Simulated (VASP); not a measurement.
```
CELL_PARAMETERS angstrom
      0.00000     3.10577     3.06791
      3.16760     0.00000     3.06791
      3.16760     3.10577     0.00000
ATOMIC_POSITIONS crystal
  Ba 0.00000 0.00000 0.00000
  F  0.25000 0.25000 0.25000
  F  0.74350 0.75650 0.75650
```

Calculation: PBE GGA, VASP's PBE PAW potentials (set 64) (plane waves; VASP). Numerical set-up: 520 eV cut-off, 6×6×6 Γ-centred mesh, tetrahedra with Blöchl corrections, potentials Ba_sv F.

Task: Give the force on each atom (eV/Å).

Result: 
| atom | Fx | Fy | Fz |
|---|---|---|---|
| Ba1 | 0.076 | 0.000 | 0.000 |
| F2 | 0.044 | 0.000 | 0.000 |
| F3 | -0.120 | 0.000 | 0.000 |

Task: Give the stress tensor in GPa (positive for a compressed cell).

Result: 
```
0.71  0.00  0.00
0.00  1.69  0.32
0.00  0.32  2.27
```
The pressure is its mean diagonal, 1.55 GPa.

The compound is BaF2 in the fluorite structure. The cell was not relaxed at this level, atoms are displaced from their ideal sites. The run is one of a series of settings (ISMEAR = -5, SIGMA removed against the base run), some of them coarse on purpose.
